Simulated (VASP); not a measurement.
Input:

```xyz
5
Lattice="3.7773 0.0000 0.0000 0.0000 3.7773 0.0000 0.0000 0.0000 3.7773" Properties=species:S:1:pos:R:3 pbc="T T T"
K      0.0000     0.0000     0.0000
Mg     1.8886     1.8886     1.8886
F      1.8886     0.0000     1.8886
F      0.0000     1.8886     1.8886
F      1.8886     1.8886     0.0000
```

Calculation: LDA (Ceperley-Alder, Perdew-Zunger), VASP's LDA PAW potentials (set 64) (plane waves; VASP). Run with 620 eV cut-off, 6×6×6 Γ-centred mesh, Gaussian smearing of 0.050 eV, potentials K_sv Mg F.

Energy and stress use the plane-wave basis of the starting cell.

The ions, cell shape and volume at an external pressure of 20.0 GPa are relaxed. Give the cell that the relaxation ends in.

```xyz
5
Lattice="3.6970 0.0000 0.0000 0.0000 3.6970 0.0000 0.0000 0.0000 3.6970" Properties=species:S:1:pos:R:3 pbc="T T T"
K      0.0000     0.0000     0.0000
Mg     1.8485     1.8485     1.8485
F      1.8485     0.0000     1.8485
F      0.0000     1.8485     1.8485
F      1.8485     1.8485     0.0000
```
Space group Pm-3m (221), at a tolerance of 0.03 Å.

How do energy and volume change from the first to the last step?

The energy (σ→0) changes by +61.8 meV/atom and the volume by -6.2 %, in 3 ionic steps.

| step | E(σ→0) (eV) | max force (eV/Å) | pressure (GPa) | volume (Å³) |
|---|---|---|---|---|
| 1 | -26.9763 | 0.000 | 10.02 | 53.89 |
| 2 | -26.4205 | 0.000 | 26.50 | 48.82 |
| 3 | -26.6673 | 0.000 | 19.98 | 50.53 |

The compound is KMgF3 in the cubic perovskite structure. This run relaxes it under an external pressure of 20 GPa. Symmetry was kept, so distortions that lower it aren't found.
